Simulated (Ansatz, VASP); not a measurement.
# ScAl3: VASP beside Ansatz

One calculation is typed for both programs; each brings its own data sets and cutoff. How far apart do they land? The cell is taken from a series of VASP runs on this material, whose earlier steps may have relaxed, scaled or displaced it; both programs get it as it stands.

Calculated with Ansatz 0.2.0; plane waves, with VASP 6.6.1 beside it; zone-centre phonons at BLYP.

### Step 1. The structure

The structure is cubic, space group Pm-3m (No. 221). The conventional cell has a = 4.152 Å, b = 4.152 Å, c = 4.152 Å, α = 90.00°, β = 90.00°, γ = 90.00°. Nearest to Sc lie 12 Al at 2.94 Å. Nearest to Al lie 4 Sc at 2.94 Å and 8 Al at 2.94 Å. Farther neighbours are not listed.

### Step 2. VASP: zone-centre phonons, BLYP

Second derivatives magnify differences that forces hide, and they need a tight electronic threshold.

Lines of VASP's logs that name or quote its potential files are left out, and so is its time.

INCAR reads:

```
SYSTEM = ScAl3
PREC = Accurate
ENCUT = 400
EDIFF = 1E-08
NELM = 100
ISMEAR = 1
SIGMA = 0.2
LREAL = .FALSE.
ALGO = Normal
GGA = B5
ALDAX = 1
AGGAX = 1
AGGAC = 1
ALDAC = 0
NBANDS = 16
LORBIT = 11
LWAVE = .FALSE.
LCHARG = .FALSE.
KPAR = 2
IBRION = 8
ISIF = 2
```

POSCAR reads:

```
ScAl3
1.0
    4.1516531660      0.0000000000      0.0000000000
    0.0000000000      4.1516531660      0.0000000000
    0.0000000000      0.0000000000      4.1516531660
Sc Al
1 3
Direct
    0.0000000000      0.0000000000      0.0000000000
    0.5000000000      0.5000000000      0.0000000000
    0.0000000000      0.5000000000      0.5000000000
    0.5000000000      0.0000000000      0.5000000000
```

KPOINTS reads:

```
Automatic mesh
0
Gamma
9 9 9
0 0 0
```

PAW data sets: Sc_sv and Al (PBE family, release 64).

Started as:

```bash
$ mpirun -np 2 vasp_std
```

Numbers of over 12 decimals in the logs are rounded to 6 here.

Output:

```text
[banner, memory and clock lines left out]
running    2 mpi-ranks, on    1 nodes
 distrk:  each k-point on    1 cores,    2 groups
 distr:  one band on    1 cores,    1 groups

 POSCAR found type information on POSCAR ScAl
 POSCAR found :  2 types and       4 ions
|                                                                             |
|               ----> ADVICE to this user running VASP <----                  |
|                                                                             |
|     You enforced a specific xc type in the INCAR file but a different       |
|     [... a line on the potential file left out ...]
|     I HOPE YOU KNOW WHAT YOU ARE DOING!                                     |
|                                                                             |

 LDA part: xc-table for (Slater(with rela. corr.)+VWN5), standard interpolation
 POSCAR, INCAR and KPOINTS ok, starting setup
 FFT: planning ... GRIDC
 FFT: planning ... GRID_SOFT
 FFT: planning ... GRID
 WAVECAR not read
 entering main loop
       N       E                     dE             d eps       ncg     rms          rms(c)
DAV:   1     0.949742564505E+02    0.94974E+02   -0.71692E+03  1128   0.913E+02
DAV:   2    -0.117493806618E+02   -0.10672E+03   -0.10471E+03  1136   0.285E+02
DAV:   3    -0.160980572114E+02   -0.43487E+01   -0.42419E+01  1704   0.517E+01
DAV:   4    -0.161901814148E+02   -0.92124E-01   -0.92049E-01  1472   0.847E+00
DAV:   5    -0.161927957573E+02   -0.26143E-02   -0.26143E-02  1736   0.130E+00    0.785E+00
DAV:   6    -0.153213338217E+02    0.87146E+00   -0.49723E+00  1840   0.222E+01    0.248E+00
DAV:   7    -0.152972360542E+02    0.24098E-01   -0.21774E-01  1736   0.443E+00    0.178E+00
DAV:   8    -0.152909753855E+02    0.62607E-02   -0.80122E-02  1896   0.253E+00    0.402E-01
DAV:   9    -0.152916636067E+02   -0.68822E-03   -0.41195E-02  1816   0.217E+00    0.319E-01
DAV:  10    -0.152900997618E+02    0.15638E-02   -0.17037E-02  1840   0.130E+00    0.744E-02
DAV:  12    -0.152899894389E+02    0.11068E-04   -0.76933E-05  1840   0.960E-02    0.355E-03
DAV:  13    -0.152899893751E+02    0.63739E-07   -0.21837E-06  1752   0.974E-03    0.220E-03
DAV:  14    -0.152899896125E+02   -0.23733E-06   -0.23912E-07  1816   0.569E-03    0.307E-03
DAV:  15    -0.152899895738E+02    0.38679E-07   -0.97171E-07  1872   0.935E-03    0.212E-04
DAV:  16    -0.152899895681E+02    0.56968E-08   -0.14129E-08  1120   0.802E-04
   1 F= -.15289990E+02 E0= -.15287671E+02  d E =-.695489E-02
 Linear response reoptimize wavefunctions to high precision
DAV:   1    -0.152899895599E+02    0.81347E-08   -0.14200E-09  1072   0.376E-04
DAV:   2    -0.152899895600E+02   -0.22283E-10   -0.25366E-10   672   0.175E-04
 Linear response DOF=           3
 Linear response progress:
  Degree of freedom:   1/  3
       N       E                     dE             d eps       ncg     rms          rms(c)
RMM:   1    -0.770349394824E+00   -0.77035E+00   -0.66801E+01  2481   0.168E+02
RMM:   2    -0.764816467174E+00    0.55329E-02   -0.15697E-01  3398   0.402E+00    0.129E-01
RMM:   3    -0.765636000429E+00   -0.81953E-03   -0.21406E-02  4078   0.114E+00    0.428E-02
RMM:   4    -0.764998484242E+00    0.63752E-03   -0.18301E-03  4525   0.328E-01    0.277E-02
RMM:   5    -0.764973529570E+00    0.24955E-04   -0.26494E-04  4648   0.107E-01    0.101E-02
RMM:   6    -0.765005777526E+00   -0.32248E-04   -0.19098E-05  4748   0.332E-02    0.609E-03
RMM:   7    -0.765064824418E+00   -0.59047E-04   -0.37153E-06  4590   0.142E-02    0.513E-04
RMM:   8    -0.765055350400E+00    0.94740E-05   -0.46919E-07  4864   0.427E-03    0.434E-04
RMM:   9    -0.765062952451E+00   -0.76021E-05   -0.11424E-07  4474   0.198E-03    0.544E-05
RMM:  10    -0.765064254130E+00   -0.13017E-05   -0.27090E-08  5104   0.728E-04    0.409E-05
RMM:  11    -0.765064667912E+00   -0.41378E-06   -0.29372E-08  4603   0.308E-04    0.181E-05
RMM:  12    -0.765064493661E+00    0.17425E-06    0.77325E-10  4931   0.148E-04    0.591E-06
RMM:  13    -0.765064518540E+00   -0.24879E-07    0.41702E-09  4922   0.779E-05    0.279E-06
RMM:  14    -0.765064543037E+00   -0.24497E-07   -0.10569E-09  4712   0.470E-05    0.110E-06
RMM:  15    -0.765064519645E+00    0.23392E-07   -0.99073E-10  4636   0.330E-05    0.487E-07
RMM:  16    -0.765064525550E+00   -0.59055E-08   -0.51739E-10  4286   0.258E-05    0.253E-07
 first order change of Fermi-energy   0.74601E-03
 force on displaced ion       1 direction 1 :  -7.760   0.000   0.000
 Linear response progress:
  Degree of freedom:   2/  3
       N       E                     dE             d eps       ncg     rms          rms(c)
RMM:   1    -0.848112168166E-02   -0.84811E-02    0.19835E-02  9105   0.122E+00
RMM:   2    -0.782046146508E-02    0.66066E-03   -0.53697E-04  5653   0.219E-01    0.458E-02
RMM:   3    -0.791453444563E-02   -0.94073E-04   -0.32023E-04  7184   0.103E-01    0.232E-02
RMM:   4    -0.807504327012E-02   -0.16051E-03   -0.91664E-05  7345   0.526E-02    0.913E-03
RMM:   5    -0.813452137524E-02   -0.59478E-04   -0.10753E-05  7775   0.267E-02    0.365E-03
RMM:   6    -0.815029069975E-02   -0.15769E-04   -0.15815E-06  8042   0.688E-03    0.181E-03
RMM:   7    -0.815175752511E-02   -0.14668E-05   -0.21496E-07  7756   0.280E-03    0.509E-04
RMM:   8    -0.815294677791E-02   -0.11893E-05   -0.48721E-08  7955   0.952E-04    0.231E-04
RMM:   9    -0.815286371559E-02    0.83062E-07   -0.33422E-08  8281   0.335E-04    0.139E-04
RMM:  10    -0.815276402670E-02    0.99689E-07   -0.31355E-09  7619   0.145E-04    0.229E-05
RMM:  11    -0.815283600421E-02   -0.71978E-07   -0.89781E-10  7251   0.822E-05    0.478E-06
RMM:  12    -0.815284021588E-02   -0.42117E-08    0.27975E-09  8336   0.249E-05    0.214E-06
 first order change of Fermi-energy  -0.73001E-04
 force on displaced ion       2 direction 1 :  -4.869   0.000   0.000
 Linear response progress:
  Degree of freedom:   3/  3
       N       E                     dE             d eps       ncg     rms          rms(c)
RMM:   1    -0.821703775204E-02   -0.82170E-02    0.25681E-02  5642   0.660E-01
RMM:   2    -0.747480468868E-02    0.74223E-03   -0.34919E-04  3678   0.154E-01    0.407E-02
RMM:   3    -0.752819680358E-02   -0.53392E-04   -0.21162E-04  4142   0.790E-02    0.208E-02
RMM:   4    -0.764904523989E-02   -0.12085E-03   -0.94756E-05  4366   0.412E-02    0.792E-03
RMM:   5    -0.768040027906E-02   -0.31355E-04   -0.87896E-06  4246   0.206E-02    0.345E-03
RMM:   6    -0.769688029447E-02   -0.16480E-04   -0.15464E-06  4434   0.804E-03    0.150E-03
RMM:   7    -0.769790904860E-02   -0.10288E-05   -0.19900E-07  4580   0.331E-03    0.476E-04
RMM:   8    -0.769876182791E-02   -0.85278E-06   -0.34175E-08  4525   0.111E-03    0.212E-04
RMM:   9    -0.769853558904E-02    0.22624E-06   -0.47156E-09  4588   0.423E-04    0.139E-04
RMM:  10    -0.769876587263E-02   -0.23028E-06   -0.10998E-09  4791   0.133E-04    0.181E-05
RMM:  11    -0.769881613456E-02   -0.50262E-07   -0.71014E-10  4469   0.713E-05    0.424E-06
RMM:  12    -0.769879555621E-02    0.20578E-07   -0.69373E-10  4707   0.215E-05    0.419E-06
RMM:  13    -0.769879904233E-02   -0.34861E-08   -0.10628E-09  4336   0.888E-06    0.163E-06
 first order change of Fermi-energy   0.29031E-04
 force on displaced ion       2 direction 3 :   0.000   0.000  -3.383
 Linear response finished
```

OUTCAR, selected parts (step 2):

```text
ion  position               nearest neighbor table
   1  0.000  0.000  0.000-   2 2.94   3 2.94   4 2.94   3 2.94   4 2.94   2 2.94   3 2.94   3 2.94
                             2 2.94   4 2.94   4 2.94   2 2.94
   2  0.500  0.500  0.000-   1 2.94   3 2.94   4 2.94   3 2.94   4 2.94   1 2.94   4 2.94   4 2.94
                             1 2.94   3 2.94   3 2.94   1 2.94
   3  0.000  0.500  0.500-   1 2.94   2 2.94   4 2.94   1 2.94   2 2.94   1 2.94   4 2.94   1 2.94
                             2 2.94   4 2.94   2 2.94   4 2.94
   4  0.500  0.000  0.500-   1 2.94   2 2.94   3 2.94   1 2.94   2 2.94   2 2.94   3 2.94   2 2.94
                             1 2.94   3 2.94   1 2.94   3 2.94

  LATTYP: Found a simple cubic cell.
 ALAT       =     4.1516531660

 Subroutine GETGRP returns: Found 48 space group operations
 (whereof 48 operations were pure point group operations)

The static configuration has the point symmetry O_h .

 Found     35 irreducible k-points:

   k-points           NKPTS =     35   k-points in BZ     NKDIM =     35   number of bands    NBANDS=     16

   dimension x,y,z NGX =    28 NGY =   28 NGZ =   28
   dimension x,y,z NGXF=    56 NGYF=   56 NGZF=   56

   ENCUT  =  400.0 eV  29.40 Ry    5.42 a.u.   6.77  6.77  6.77*2*pi/ulx,y,z

   NELECT =      20.0000    total number of electrons

 k-points in reciprocal lattice and weights: Automatic mesh
   0.00000000  0.00000000  0.00000000       0.001
   0.11111111  0.00000000  0.00000000       0.008
   0.22222222  0.00000000  0.00000000       0.008
   0.33333333  0.00000000  0.00000000       0.008
   0.44444444  0.00000000  0.00000000       0.008
   0.11111111  0.11111111  0.00000000       0.016
   0.22222222  0.11111111  0.00000000       0.033
   0.33333333  0.11111111  0.00000000       0.033
   0.44444444  0.11111111  0.00000000       0.033
[...]
0.44444444  0.44444444  0.33333333       0.033
   0.44444444  0.44444444  0.44444444       0.011

 average (electrostatic) potential at core
       1 -43.4238       2 -73.4106       3 -73.4106       4 -73.4106

  Total        0.0390648      0.0390648      0.0390648      0.0000000      0.0000000     -0.0000000
  in kB        0.8746474      0.8746474      0.8746474      0.0000000      0.0000000     -0.0000000
  external PRESSURE =       0.8746474 kB  Pullay stress =       0.0000000 kB

  energy-cutoff  :      400.00
  volume of cell :       71.56
      direct lattice vectors                 reciprocal lattice vectors
     4.151653166  0.000000000  0.000000000     0.240867905  0.000000000  0.000000000
     0.000000000  4.151653166  0.000000000     0.000000000  0.240867905  0.000000000
     0.000000000  0.000000000  4.151653166     0.000000000  0.000000000  0.240867905

 POSITION                                       TOTAL-FORCE (eV/Angst)
 -----------------------------------------------------------------------------------
      0.00000      0.00000      0.00000         0.000000      0.000000      0.000000
      2.07583      2.07583      0.00000         0.000000      0.000000      0.000000
      0.00000      2.07583      2.07583         0.000000      0.000000      0.000000
      2.07583      0.00000      2.07583         0.000000      0.000000      0.000000
 -----------------------------------------------------------------------------------
    total drift:                               -0.000000     -0.000000     -0.000000

 Eigenvectors and eigenvalues of the dynamical matrix
 ----------------------------------------------------

   1 f  =    8.980548 THz    56.426449 2PiTHz  299.558849 cm-1    37.140547 meV
             X         Y         Z           dx          dy          dz
      0.000000  0.000000  0.000000    -0.581107   -0.292545   -0.000000
      2.075827  2.075827  0.000000     0.463350    0.233264   -0.000000
      0.000000  2.075827  2.075827    -0.175307    0.233264   -0.000000
      2.075827  0.000000  2.075827     0.463350   -0.088254    0.000000

   2 f  =    8.980548 THz    56.426449 2PiTHz  299.558849 cm-1    37.140547 meV
             X         Y         Z           dx          dy          dz
      0.000000  0.000000  0.000000     0.292545   -0.581107    0.000000
      2.075827  2.075827  0.000000    -0.233264    0.463350    0.000000
      0.000000  2.075827  2.075827     0.088254    0.463350   -0.000000
      2.075827  0.000000  2.075827    -0.233264   -0.175307   -0.000000

   3 f  =    8.980548 THz    56.426449 2PiTHz  299.558849 cm-1    37.140547 meV
             X         Y         Z           dx          dy          dz
      0.000000  0.000000  0.000000     0.000000   -0.000000   -0.650591
      2.075827  2.075827  0.000000    -0.000000    0.000000   -0.196268
      0.000000  2.075827  2.075827     0.000000    0.000000    0.518754
      2.075827  0.000000  2.075827    -0.000000   -0.000000    0.518754

   4 f  =    6.600116 THz    41.469750 2PiTHz  220.156164 cm-1    27.295873 meV
             X         Y         Z           dx          dy          dz
      0.000000  0.000000  0.000000    -0.000000    0.000000    0.000000
      2.075827  2.075827  0.000000    -0.011937    0.706973   -0.000000
      0.000000  2.075827  2.075827     0.000000   -0.706973   -0.006880
      2.075827  0.000000  2.075827     0.011937   -0.000000    0.006880

   5 f  =    6.600116 THz    41.469750 2PiTHz  220.156164 cm-1    27.295873 meV
             X         Y         Z           dx          dy          dz
      0.000000  0.000000  0.000000     0.000000    0.000000   -0.000000
      2.075827  2.075827  0.000000     0.518398    0.013431    0.000000
      0.000000  2.075827  2.075827    -0.000000   -0.013431    0.480711
      2.075827  0.000000  2.075827    -0.518398   -0.000000   -0.480711

   6 f  =    6.600116 THz    41.469750 2PiTHz  220.156164 cm-1    27.295873 meV
             X         Y         Z           dx          dy          dz
      0.000000  0.000000  0.000000     0.000000    0.000000    0.000000
      2.075827  2.075827  0.000000     0.480751    0.003071    0.000000
      0.000000  2.075827  2.075827    -0.000000   -0.003071   -0.518526
      2.075827  0.000000  2.075827    -0.480751    0.000000    0.518526

   7 f  =    6.068270 THz    38.128066 2PiTHz  202.415706 cm-1    25.096338 meV
             X         Y         Z           dx          dy          dz
      0.000000  0.000000  0.000000    -0.467329    0.001583   -0.012171
      2.075827  2.075827  0.000000    -0.129507    0.000439    0.022514
      0.000000  2.075827  2.075827     0.864506    0.000439   -0.003373
      2.075827  0.000000  2.075827    -0.129507   -0.002929   -0.003373

   8 f  =    6.068270 THz    38.128066 2PiTHz  202.415706 cm-1    25.096338 meV
             X         Y         Z           dx          dy          dz
      0.000000  0.000000  0.000000     0.004195    0.456269   -0.101726
      2.075827  2.075827  0.000000     0.001163    0.126442    0.188182
      0.000000  2.075827  2.075827    -0.007760    0.126442   -0.028191
      2.075827  0.000000  2.075827     0.001163   -0.844046   -0.028191

   9 f  =    6.068270 THz    38.128066 2PiTHz  202.415706 cm-1    25.096338 meV
             X         Y         Z           dx          dy          dz
      0.000000  0.000000  0.000000    -0.011534    0.101800    0.456125
      2.075827  2.075827  0.000000    -0.003196    0.028211   -0.843781
      0.000000  2.075827  2.075827     0.021336    0.028211    0.126402
      2.075827  0.000000  2.075827    -0.003196   -0.188319    0.126402

  10 f/i=    0.008734 THz     0.054879 2PiTHz    0.291342 cm-1     0.036122 meV
             X         Y         Z           dx          dy          dz
      0.000000  0.000000  0.000000    -0.463592    0.318101    0.205133
      2.075827  2.075827  0.000000    -0.358428    0.245941    0.158407
      0.000000  2.075827  2.075827    -0.357994    0.245941    0.158599
      2.075827  0.000000  2.075827    -0.358428    0.245643    0.158599

  11 f/i=    0.008734 THz     0.054879 2PiTHz    0.291342 cm-1     0.036122 meV
             X         Y         Z           dx          dy          dz
      0.000000  0.000000  0.000000    -0.372932   -0.439332   -0.161536
      2.075827  2.075827  0.000000    -0.288334   -0.339671   -0.124741
      0.000000  2.075827  2.075827    -0.287985   -0.339671   -0.124892
      2.075827  0.000000  2.075827    -0.288334   -0.339260   -0.124892

  12 f/i=    0.008734 THz     0.054879 2PiTHz    0.291342 cm-1     0.036122 meV
             X         Y         Z           dx          dy          dz
      0.000000  0.000000  0.000000    -0.064725    0.252951   -0.538527
      2.075827  2.075827  0.000000    -0.050042    0.195570   -0.415860
      0.000000  2.075827  2.075827    -0.049982    0.195570   -0.416364
      2.075827  0.000000  2.075827    -0.050042    0.195333   -0.416364

 ELASTIC MODULI CONTR FROM IONIC RELAXATION (kBar)
 Direction    XX          YY          ZZ          XY          YZ          ZX
 --------------------------------------------------------------------------------
 XX           0.0000      0.0000      0.0000      0.0000      0.0000      0.0000
 YY           0.0000      0.0000      0.0000      0.0000      0.0000      0.0000
 ZZ           0.0000      0.0000      0.0000      0.0000      0.0000      0.0000
 XY           0.0000      0.0000      0.0000      0.0000      0.0000      0.0000
 YZ           0.0000      0.0000      0.0000      0.0000      0.0000      0.0000
 ZX           0.0000      0.0000      0.0000      0.0000      0.0000      0.0000
 --------------------------------------------------------------------------------
```

Energies printed during the response cycles are not total energies of the cell.

[end of part 1 of 2]

[Lines on the potential files, build, host, timing and source positions are cut from VASP's logs without a mark.]

[Logs are printed without paths, hosts, clocks, repeated set-up lines and the standing remarks that a program may print on its own settings, such as how far it seeks lower states.]

[Hosts, paths, dates, database ids (printed as entryN), source tags and the programs' standing remarks are cut or masked in the printed files.]
